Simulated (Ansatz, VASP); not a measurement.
## LiGeBr3: VASP beside Ansatz

One calculation is typed for both programs; each brings its own data sets. How far apart do they land? The cell is generated by rule, not measured, and may not be a known phase. The cell is taken from a series of runs on this material, whose earlier steps may have relaxed, scaled, displaced or heated it; both programs get it as it stands.

Calculated with Ansatz 0.2.0; plane waves, with VASP 6.6.1 beside it; zone-centre phonons at LDA.

The structure was built from a prototype and need not be the compound's stable phase.

## (1) The starting structure

It takes space group Pm-3m (No. 221, cubic). The conventional cell has a = 5.305 Å, b = 5.305 Å, c = 5.305 Å, α = 90.00°, β = 90.00°, γ = 90.00°. Nearest to Li lie 12 Br at 3.75 Å. Ge has 6 Br at 2.65 Å nearest. Nearest to Br lie 2 Ge at 2.65 Å. Farther neighbours and most contacts between anions are not listed.

## (2) Ansatz: zone-centre phonons, LDA

Ansatz runs on its PAW soft_1 files.

Second derivatives magnify differences that forces hide, and they need a tight electronic threshold.

File input.yaml:

```yaml
crystal:
  lattice:
    - [5.3050974423, 0.0, 0.0]
    - [0.0, 5.3050974423, 0.0]
    - [0.0, 0.0, 5.3050974423]
  atoms:
    - { symbol: Li, position: [0.0, 0.0, 0.0] }
    - { symbol: Ge, position: [0.5, 0.5, 0.5] }
    - { symbol: Br, position: [0.5, 0.5, 0.0] }
    - { symbol: Br, position: [0.5, 0.0, 0.5] }
    - { symbol: Br, position: [0.0, 0.5, 0.5] }
kpoints:
  mp_grid: { grid: [8, 8, 8] }
hamiltonian:
  xc: lda
  pseudopotentials: { kind: paw, azcp: { folder: soft_1 }, xc_functional: pbe }
scf:
  occupations: { method: methfessel_paxton, width: 0.2 }
output:
  eigenvalues: true
phonons:
  method: dfpt
```

Run with:

```console
$ ansatz run input.yaml --threads 8 --pin off --max-ram 16384MiB --backend cpu --events-out ev --progress --plain --runs-dir out
```

Numbers of over 12 decimals in the logs are rounded to 6 here.

What it wrote:

```text
zone centre: on kpoints.mp_grid the ground state, and the responses unless they are solved on pairs of k-points, stand on 125 of the mesh's 512 k-points, reduced under 8 symmetry operations, with k and −k counted as one. Each operation leaves every solved displacement unchanged or reverses it
Engine: ansatz 0.2.0, aarch64-unknown-linux-gnu
Pseudopotentials: kind: paw
Pseudopotential: Li, paw, valence charge 3, recommended cutoff 420 eV (normal), soft_1/Li.paw.azcp
Pseudopotential: Ge, paw, valence charge 14, recommended cutoff 420 eV (normal), soft_1/Ge.paw.azcp
Pseudopotential: Br, paw, valence charge 7, recommended cutoff 420 eV (normal), soft_1/Br.paw.azcp
Functional definition: SPW92
  exchange = slater_x
  correlation = pw_c
Crystal: 5 atoms, lattice volume = 149.307 Å³
Basis set: ecut = 420 eV, 2945 PW (Γ), exchange–correlation on 72×72×72 points (8 copies of the dense FFT grid, shifted against one another)
Bands: 24, of which v1, the nominal top of the filled ones, is band 19 counted from 1 (18 counted from 0)
Symmetry: 48 space group operations
k-points: 125 of 512 (irreducible under 8 space group operations)
Non-local potential: Li, projectors of the file, l = 0: 3, l = 1: 2, l = 2: 1
Non-local potential: Ge, projectors of the file, l = 0: 2, l = 1: 2, l = 2: 3, l = 3: 1
Non-local potential: Br, projectors of the file, l = 0: 2, l = 1: 2, l = 2: 2
PAW form: soft (Blöchl's): semilocal exchange-correlation on the pseudo side does not see the compensation charge
PAW frozen core: Ge, regenerated for the run's functional, and the local potential with it (the file was generated under x = pbe(κ = 0.804, μ = 0.219515), c = pbe(β = 0.066725))
PAW frozen core: Br, regenerated for the run's functional, and the local potential with it (the file was generated under x = pbe(κ = 0.804, μ = 0.219515), c = pbe(β = 0.066725))
PAW one-centre angular grid: Li, 110 points (default); XC on 64 Gauss nodes
PAW one-centre angular grid: Ge, 590 points (default); XC on 64 Gauss nodes
PAW one-centre angular grid: Br, 110 points (default); XC on 64 Gauss nodes
Initial density: superposition of atomic densities (chi_scale 0.1, normalization cell), built separately for each of the 2 bonded fragments (scf.initial_density.interfragment_charge_transfer: auto; true builds it for the cell as a whole; a typed value also counts as a typed key of the start: scf.initial_density.chi_scale says what that changes, if anything)
Initial wavefunctions: pseudopotential atomic-orbital guess
Functional: x = slater, c = lda
SCF iter   1: F=—  HF=-12503.238236 eV  |F-HF|=—  |Δ(HF+E_count)|=         —  Δρ=2.58e-2  dr2=2.03e0  ethr=3.10e-3  ⟨swp⟩=5.7  Hψ=12729  notcnv=0
preconditioner: auto → Resta (q_TF=auto, 2.172 Å⁻¹)  ε∞=3.5  [insulator: Δε(μ)=0.346 eV  Ē_g=9.802 eV  σ=0.200 eV  W_gap=0.64  n_scr=26 (ndim 8)  ℏωp=15.5 eV  f_vac=0.001  D(μ)=0.09/eV (n_scr^D=0)  ε∞_Penn≈3.5]
SCF iter   2: F=—  HF=-12502.570692 eV  |F-HF|=—  |Δ(HF+E_count)|=   6.68e-1  S|Δr|=    0.00e0  Δρ=1.11e-2  dr2=5.41e-1  ethr=3.10e-3  ⟨swp⟩=3.0  Hψ=7162  notcnv=0  defer=63
SCF iter   3: F=—  HF=-12502.362049 eV  |F-HF|=—  |Δ(HF+E_count)|=   2.09e-1  S|Δr|=    0.00e0  Δρ=4.01e-3  dr2=7.34e-2  ethr=1.42e-3  ⟨swp⟩=2.5  Hψ=6658  notcnv=0  defer=64
SCF iter   4: F=—  HF=-12502.335326 eV  |F-HF|=—  |Δ(HF+E_count)|=   2.67e-2  S|Δr|=    0.00e0  Δρ=1.87e-3  dr2=1.17e-2  ethr=1.93e-4  ⟨swp⟩=2.1  Hψ=6215  notcnv=0  defer=60
SCF iter   5: F=—  HF=-12502.334070 eV  |F-HF|=—  |Δ(HF+E_count)|=   1.26e-3  S|Δr|=    0.00e0  Δρ=4.38e-4  dr2=6.33e-4  ethr=3.07e-5  ⟨swp⟩=1.1  Hψ=3070  notcnv=0  defer=59
SCF iter   6: F=—  HF=-12502.334083 eV  |F-HF|=—  |Δ(HF+E_count)|=   1.39e-5  S|Δr|=    0.00e0  Δρ=1.27e-4  dr2=3.95e-5  ethr=1.67e-6  ⟨swp⟩=2.0  Hψ=5098  notcnv=0  defer=58
SCF iter   7: F=—  HF=-12502.334093 eV  |F-HF|=—  |Δ(HF+E_count)|=   9.67e-6  S|Δr|=    0.00e0  Δρ=2.34e-5  dr2=1.03e-6  ethr=1.04e-7  ⟨swp⟩=2.0  Hψ=5259  notcnv=0  defer=58
SCF iter   8: F=—  HF=-12502.334092 eV  |F-HF|=—  |Δ(HF+E_count)|=   1.30e-6  S|Δr|=    0.00e0  Δρ=7.54e-6  dr2=1.26e-7  ethr=2.72e-9  ⟨swp⟩=2.0  Hψ=5278  notcnv=0  defer=58
SCF iter   9: F=—  HF=-12502.334092 eV  |F-HF|=—  |Δ(HF+E_count)|=   8.11e-8  S|Δr|=    0.00e0  Δρ=1.08e-6  dr2=3.06e-9  ethr=3.31e-10  ⟨swp⟩=2.0  Hψ=5198  notcnv=0  defer=58
SCF iter  10: F=—  HF=-12502.334092 eV  |F-HF|=—  |Δ(HF+E_count)|=   1.32e-9  S|Δr|=    0.00e0  Δρ=2.33e-7  dr2=1.19e-10  ethr=8.05e-12  ⟨swp⟩=2.0  Hψ=5316  notcnv=0  defer=58
SCF iter  11: F=-12502.334092 eV  HF=-12502.334092 eV  |F-HF|=3.64e-12  |Δ(HF+E_count)|=  1.02e-10  S|Δr|=    0.00e0  Δρ=3.95e-8  dr2=3.32e-12  ethr=1.00e-12  ⟨swp⟩=9.6  Hψ=15551  notcnv=0
SCF 1 converged in 11 iterations: F = -12502.334092 eV  dr2 = 3.32e-12
  greatest PAW one-centre occupation: 0.999 electrons in one spin orbital (limit 2), on the Li atom at site 0 (counted from 0), in its partial waves of l = 0
DFPT response loops at Γ: preconditioner auto → Kerker (q_TF=auto, 2.172 Å⁻¹) (partly filled bands, converged f_vac=0.129); β = 1.00, the filter's whole step (`scf.mixing.beta` (0.50) is not read by the response loops under this deck's `scf.mixing.preconditioner`; to damp them name `kerker` or `kerker_dos`, under which they read `scf.mixing.beta`, and type it under 1.00, their step now; both keys bind the ground state too); Broyden in place of MSR1
SCF converged after 11 iterations
Stability not checked: this state was not tested for a lower state beside it, because cold or Methfessel-Paxton smearing, or corrected tetrahedra, fill the levels in a way that the test cannot read (fill_not_monotonic; see scf.lower_state_search)
Free energy (F): -12502.334092 eV
Harris-Foulkes:  -12502.334092 eV  (|F-HF|=3.64e-12)
Internal energy: -12502.334760 eV  (E = F + TS)
E sigma→0 (E₀):  -12502.334259 eV
Entropy (-TS):   0.000668 eV (0.134 meV/atom)
Fermi energy:    4.302882 eV
Step filling:    the computed levels leave a gap of 0.0000 eV = 0.0 smearing widths at the electron count; against every level under it full and every level over it empty, smearing changes F+E_penalty+E_count by +0.210 meV and its σ→0 estimate by +0.043 meV
--- Per-component energies (eV) ---
  E_band       = -378.412157
  E_kinetic    = 503.425157
  E_local      = -3915.325452  (includes V_loc(G=0)·N_el)
  E_nonlocal   = 355.247270
  E_hartree    = 1700.069880
  E_xc         = -665.452945
  E_vxc        = -406.599073  (∫ρ·V_xc dr)
  E_paw        = -8627.385031  (= ΣΔE_a)
  E_vpaw       = -315.300040  (= ΣTr[D̂ρ^β])
  E_aug_tail   = 0.000269  (compensation charges beyond the density's cutoff)
  E_ewald      = -1855.441769
  E_core_change = 2.527860  (= ΣΔE_core)
  E_smearing   = 0.000668  (= −TS)
  E_closure    = -0.000000  (closes the sum)
  Σ components = -12502.334092   (vs F -12502.334092, Δ=0.00e0)
--- Band table (eV; the first three rows and the last of 125) ---
  k-point 0: bands = [... 15 lower, 0.9755, 1.0707, 1.0707, 1.0707, 4.6952, 8.6922, 8.6922, 8.7485, ... 1 higher]
  k-point 1: bands = [... 15 lower, 0.9411, 1.0495, 1.0497, 1.0497, 4.8737, 8.3177, 8.6254, 8.6254, ... 1 higher]
  k-point 2: bands = [... 15 lower, 0.8607, 1.0487, 1.0487, 1.1351, 5.3303, 7.4398, 8.0065, 8.4734, ... 1 higher]
  k-point 124: bands = [... 15 lower, 1.7894, 1.7894, 1.7894, 4.3335, 4.3335, 4.3335, 4.4397, 5.4231, ... 1 higher]
--- Phonons (Γ-DFPT): 4 representative perturbations + reference, on 125 of 512 k-points (Σ response iterations 12) ---
  k mesh reduced under 8 symmetry operations, with k and −k counted as one. Each operation leaves every solved displacement unchanged or reverses it
  ASR residual: 3.422e-5 → 0.000e0 eV/Å²; symmetrization residual: 6.543e-7 eV/Å²
  ASR residual per site (eV/Å²): 2.68e-6 7.20e-6 3.42e-5 3.42e-5 3.42e-5
  Γ frequencies (cm⁻¹): -173.88 -173.88 -173.88 -11.57 -11.57 -11.57 0.00 0.00 0.00 56.85 56.85 56.85 93.38 93.38 93.38
  non-analytic LO–TO correction: not included (Born effective charges unavailable; polar crystals: no LO–TO splitting at Γ)
```

## (3) VASP: zone-centre phonons, LDA

The same cell, functional (in two slightly different forms), mesh and smearing now go to VASP, with its own data sets.

Lines of VASP's logs that name or quote its potential files are left out, and so is its time.

File INCAR:

```
SYSTEM = LiGeBr3
PREC = Accurate
ENCUT = 750
EDIFF = 1E-08
NELM = 120
ISMEAR = 1
SIGMA = 0.2
LREAL = .FALSE.
ALGO = Normal
GGA = CA
NBANDS = 25
LORBIT = 11
LWAVE = .FALSE.
LCHARG = .FALSE.
ISIF = 2
IBRION = 8
LASPH = .TRUE.
GGA_COMPAT = .FALSE.
KPAR = 2
```

File POSCAR:

```
LiGeBr3
1.0
    5.3050974423      0.0000000000      0.0000000000
    0.0000000000      5.3050974423      0.0000000000
    0.0000000000      0.0000000000      5.3050974423
Li Ge Br
1 1 3
Direct
    0.0000000000      0.0000000000      0.0000000000
    0.5000000000      0.5000000000      0.5000000000
    0.5000000000      0.5000000000      0.0000000000
    0.5000000000      0.0000000000      0.5000000000
    0.0000000000      0.5000000000      0.5000000000
```

File KPOINTS:

```
Automatic mesh
0
Gamma
8 8 8
0 0 0
```

Potentials, in the order of the species: Li_sv, Ge_d and Br (LDA family, release 64).

Run with:

```console
$ mpirun -np 2 vasp_std
```

What it wrote:

```text
[banner, memory and clock lines left out]
running    2 mpi-ranks, on    1 nodes
 distrk:  each k-point on    1 cores,    2 groups
 distr:  one band on    1 cores,    1 groups

 POSCAR found type information on POSCAR LiGeBr
 POSCAR found :  3 types and       5 ions
 LDA part: xc-table for (Slater(with rela. corr.)+CA(PZ))
 , standard interpolation
 POSCAR, INCAR and KPOINTS ok, starting setup
 FFT: planning ... GRIDC
 FFT: planning ... GRID_SOFT
 FFT: planning ... GRID
 WAVECAR not read
 entering main loop
       N       E                     dE             d eps       ncg     rms          rms(c)
DAV:   1     0.365464184356E+03    0.36546E+03   -0.19911E+04  2064   0.246E+03
DAV:   2     0.413838250209E+02   -0.32408E+03   -0.31259E+03  2041   0.602E+02
DAV:   3    -0.140877472844E+02   -0.55472E+02   -0.54420E+02  2095   0.158E+02
DAV:   4    -0.172953590415E+02   -0.32076E+01   -0.31970E+01  2524   0.440E+01
DAV:   5    -0.174140185194E+02   -0.11866E+00   -0.11860E+00  2566   0.672E+00    0.694E+00
DAV:   6    -0.170934217048E+02    0.32060E+00   -0.52113E-01  2448   0.444E+00    0.418E+00
DAV:   7    -0.170358205854E+02    0.57601E-01   -0.23578E-01  2517   0.213E+00    0.102E+00
DAV:   8    -0.170292379418E+02    0.65826E-02   -0.40969E-02  2782   0.159E+00    0.167E-01
DAV:   9    -0.170288830845E+02    0.35486E-03   -0.54980E-03  2661   0.724E-01    0.960E-02
DAV:  10    -0.170287129127E+02    0.17017E-03   -0.84097E-04  2511   0.245E-01    0.270E-02
DAV:  11    -0.170287247749E+02   -0.11862E-04   -0.13960E-04  2371   0.105E-01    0.268E-02
DAV:  12    -0.170287236523E+02    0.11226E-05   -0.67101E-06  2530   0.152E-02    0.151E-02
DAV:  13    -0.170287219037E+02    0.17486E-05   -0.57277E-06  2315   0.297E-02    0.363E-03
DAV:  14    -0.170287218688E+02    0.34875E-07   -0.11291E-06  2204   0.853E-03    0.215E-03
DAV:  15    -0.170287218604E+02    0.83805E-08   -0.77852E-08  2181   0.272E-03
   1 F= -.17028722E+02 E0= -.17028948E+02  d E =0.678956E-03
 Linear response reoptimize wavefunctions to high precision
DAV:   1    -0.170287218622E+02   -0.17881E-08   -0.91280E-09  2007   0.630E-04
DAV:   2    -0.170287218622E+02    0.90949E-11   -0.29842E-10  1185   0.126E-04
 Linear response DOF=           4
 Linear response progress:
  Degree of freedom:   1/  4
       N       E                     dE             d eps       ncg     rms          rms(c)
RMM:   1    -0.146496814956E+00   -0.14650E+00   -0.85906E-01  5257   0.520E+00
RMM:   2    -0.149567698467E+00   -0.30709E-02   -0.19240E-02  7915   0.387E-01    0.163E-01
RMM:   3    -0.149314103611E+00    0.25359E-03   -0.18828E-03  8413   0.112E-01    0.889E-02
RMM:   4    -0.148929504840E+00    0.38460E-03   -0.69106E-05  8516   0.328E-02    0.848E-03
RMM:   5    -0.148939287839E+00   -0.97830E-05   -0.14521E-05  8936   0.148E-02    0.224E-03
RMM:   6    -0.149000558863E+00   -0.61271E-04   -0.10190E-05  8745   0.926E-03    0.511E-04
RMM:   7    -0.149008614775E+00   -0.80559E-05   -0.85537E-06  8751   0.676E-03    0.152E-04
RMM:   8    -0.149010336932E+00   -0.17222E-05   -0.59114E-06  9156   0.544E-03    0.143E-04
RMM:   9    -0.149010537067E+00   -0.20014E-06   -0.49031E-06  9219   0.462E-03    0.145E-04
RMM:  10    -0.149010686239E+00   -0.14917E-06   -0.40641E-06  9171   0.398E-03    0.743E-05
RMM:  11    -0.149011429229E+00   -0.74299E-06   -0.30306E-06  8846   0.341E-03    0.309E-05
RMM:  12    -0.149011546963E+00   -0.11773E-06   -0.25508E-06  9248   0.286E-03    0.263E-05
RMM:  13    -0.149012085127E+00   -0.53816E-06   -0.19598E-06  8728   0.243E-03    0.549E-05
RMM:  14    -0.149012461021E+00   -0.37589E-06   -0.15994E-06  8788   0.207E-03    0.591E-05
[...]
RMM:  19    -0.149013572718E+00   -0.38330E-06   -0.47460E-07  8527   0.102E-03    0.346E-05
RMM:  20    -0.149013644383E+00   -0.71665E-07   -0.39202E-07  8054   0.914E-04    0.379E-05
RMM:  21    -0.149013469780E+00    0.17460E-06   -0.35454E-07  7640   0.829E-04    0.537E-05
RMM:  22    -0.149013638335E+00   -0.16855E-06   -0.23896E-07  8271   0.755E-04    0.450E-05
RMM:  23    -0.149013824763E+00   -0.18643E-06   -0.23968E-07  8742   0.688E-04    0.335E-05
RMM:  24    -0.149013847309E+00   -0.22546E-07   -0.11675E-07  7312   0.623E-04    0.355E-05
RMM:  25    -0.149013860631E+00   -0.13322E-07   -0.16415E-07  7088   0.567E-04    0.371E-05
RMM:  26    -0.149013930390E+00   -0.69759E-07   -0.61723E-08  7930   0.516E-04    0.365E-05
 first order change of Fermi-energy   0.18210E-04
 force on displaced ion       1 direction 1 :   0.724  -0.000   0.000
 Linear response progress:
  Degree of freedom:   2/  4
       N       E                     dE             d eps       ncg     rms          rms(c)
RMM:   1    -0.195360888451E+00   -0.19536E+00    0.48476E+00  4419   0.417E+01
RMM:   2    -0.201741745130E+00   -0.63809E-02   -0.14220E-02  6878   0.619E-01    0.132E-01
RMM:   3    -0.201515119488E+00    0.22663E-03   -0.89701E-04  7571   0.186E-01    0.768E-02
RMM:   4    -0.201295105178E+00    0.22001E-03   -0.17645E-04  8236   0.821E-02    0.146E-02
RMM:   5    -0.201301020278E+00   -0.59151E-05   -0.32988E-05  8765   0.322E-02    0.311E-03
RMM:   6    -0.201321147849E+00   -0.20128E-04   -0.80677E-06  8709   0.142E-02    0.594E-04
RMM:   7    -0.201321446364E+00   -0.29852E-06   -0.41485E-06  9114   0.825E-03    0.559E-04
RMM:   8    -0.201322116926E+00   -0.67056E-06   -0.20689E-06  9288   0.491E-03    0.768E-04
RMM:   9    -0.201320998017E+00    0.11189E-05   -0.14625E-06  9161   0.335E-03    0.140E-03
RMM:  10    -0.201328142824E+00   -0.71448E-05   -0.79099E-07  8556   0.243E-03    0.176E-04
RMM:  11    -0.201330277886E+00   -0.21351E-05   -0.12354E-06  9143   0.168E-03    0.520E-04
RMM:  12    -0.201330305660E+00   -0.27774E-07   -0.12369E-06  9577   0.114E-03    0.488E-04
RMM:  13    -0.201329018894E+00    0.12868E-05   -0.97360E-07  8960   0.880E-04    0.915E-05
RMM:  14    -0.201328489618E+00    0.52928E-06   -0.68782E-07  9489   0.692E-04    0.137E-04
[...]
RMM:  20    -0.201329528572E+00   -0.91717E-07   -0.22886E-07  9546   0.282E-04    0.339E-06
RMM:  21    -0.201329540364E+00   -0.11793E-07   -0.15475E-07  9701   0.260E-04    0.459E-06
RMM:  22    -0.201329544519E+00   -0.41548E-08   -0.18325E-07  9245   0.245E-04    0.635E-06
RMM:  23    -0.201329536810E+00    0.77095E-08   -0.13757E-07  8891   0.234E-04    0.959E-06
RMM:  24    -0.201329551510E+00   -0.14700E-07   -0.18097E-07  8841   0.227E-04    0.830E-06
RMM:  25    -0.201329553828E+00   -0.23188E-08   -0.10972E-07  8515   0.219E-04    0.922E-06
RMM:  26    -0.201329552288E+00    0.15403E-08   -0.16091E-07  7934   0.215E-04    0.103E-05
RMM:  27    -0.201329553352E+00   -0.10635E-08   -0.97845E-08  7834   0.212E-04    0.111E-05
 first order change of Fermi-energy  -0.72778E-03
 force on displaced ion       2 direction 1 :  -0.859   0.000  -0.000
 Linear response progress:
  Degree of freedom:   3/  4
       N       E                     dE             d eps       ncg     rms          rms(c)
RMM:   1    -0.151554144218E+00   -0.15155E+00    0.42134E-02 12716   0.137E+00
RMM:   2    -0.148293639968E+00    0.32605E-02   -0.42135E-03 12470   0.269E-01    0.352E-02
RMM:   3    -0.148503902709E+00   -0.21026E-03   -0.36095E-04 13433   0.611E-02    0.210E-02
RMM:   4    -0.148761389347E+00   -0.25749E-03   -0.58653E-05 13696   0.244E-02    0.589E-03
RMM:   5    -0.148800278456E+00   -0.38889E-04   -0.70701E-06 14588   0.873E-03    0.392E-03
RMM:   6    -0.148786172416E+00    0.14106E-04   -0.12091E-06 14632   0.358E-03    0.685E-04
RMM:   7    -0.148789836729E+00   -0.36643E-05   -0.11281E-07 14845   0.148E-03    0.286E-04
RMM:   8    -0.148788226649E+00    0.16101E-05    0.47127E-06 15286   0.813E-04    0.935E-05
RMM:   9    -0.148789140869E+00   -0.91422E-06    0.47560E-07 15650   0.510E-04    0.566E-05
RMM:  10    -0.148788827523E+00    0.31335E-06    0.25082E-06 15720   0.367E-04    0.160E-05
RMM:  11    -0.148788858415E+00   -0.30893E-07   -0.91690E-07 15903   0.296E-04    0.508E-06
RMM:  12    -0.148788823863E+00    0.34553E-07    0.29544E-07 15772   0.265E-04    0.207E-06
RMM:  13    -0.148788824359E+00   -0.49619E-09   -0.39737E-07 14963   0.249E-04    0.260E-06
RMM:  14    -0.148788829180E+00   -0.48208E-08    0.83500E-08 14186   0.241E-04    0.105E-06
 first order change of Fermi-energy  -0.74522E-04
 force on displaced ion       3 direction 1 :  -0.123   0.000   0.000
 Linear response progress:
  Degree of freedom:   4/  4
       N       E                     dE             d eps       ncg     rms          rms(c)
RMM:   1    -0.149583957335E+00   -0.14958E+00    0.93586E-02  7895   0.148E+00
RMM:   2    -0.147741407192E+00    0.18426E-02   -0.49089E-03  7086   0.309E-01    0.141E-01
RMM:   3    -0.148125593541E+00   -0.38419E-03   -0.23192E-04  7481   0.694E-02    0.751E-02
RMM:   4    -0.148601276468E+00   -0.47568E-03   -0.90101E-05  7287   0.434E-02    0.734E-03
RMM:   5    -0.148607799295E+00   -0.65228E-05   -0.80746E-06  8557   0.114E-02    0.324E-03
RMM:   6    -0.148584672632E+00    0.23127E-04   -0.19203E-06  8055   0.510E-03    0.115E-03
RMM:   7    -0.148595511421E+00   -0.10839E-04   -0.40740E-07  8663   0.206E-03    0.627E-04
RMM:   8    -0.148594326663E+00    0.11848E-05    0.64205E-07  9081   0.994E-04    0.444E-04
RMM:   9    -0.148594199192E+00    0.12747E-06   -0.12347E-07  9348   0.580E-04    0.147E-04
RMM:  10    -0.148593255380E+00    0.94381E-06    0.22653E-06  9292   0.446E-04    0.106E-05
RMM:  11    -0.148593381038E+00   -0.12566E-06   -0.10343E-06  9473   0.360E-04    0.230E-05
RMM:  12    -0.148593358271E+00    0.22767E-07    0.92188E-07  9348   0.324E-04    0.248E-06
RMM:  13    -0.148593357319E+00    0.95260E-09   -0.54576E-07  9208   0.305E-04    0.407E-06
RMM:  14    -0.148593361808E+00   -0.44890E-08   -0.29147E-07  8693   0.295E-04    0.946E-07
RMM:  15    -0.148593363510E+00   -0.17023E-08   -0.30258E-07  8355   0.290E-04    0.819E-07
RMM:  16    -0.148593364441E+00   -0.93141E-09    0.36803E-09  8145   0.288E-04    0.395E-07
 first order change of Fermi-energy   0.16021E-02
 force on displaced ion       3 direction 3 :  -0.000  -0.000  -2.022
 Linear response finished
```

(Part 1 of 2 ends here.)

[Lines on the potential files, build, host, timing and source positions are cut from VASP's logs without a mark.]

[Logs are printed without paths, hosts, clocks, repeated set-up lines and the standing remarks that a program may print on its own settings, such as how far it seeks lower states.]

[Hosts, paths, dates, database ids (printed as entryN), source tags and the programs' standing remarks are cut or masked in the printed files.]
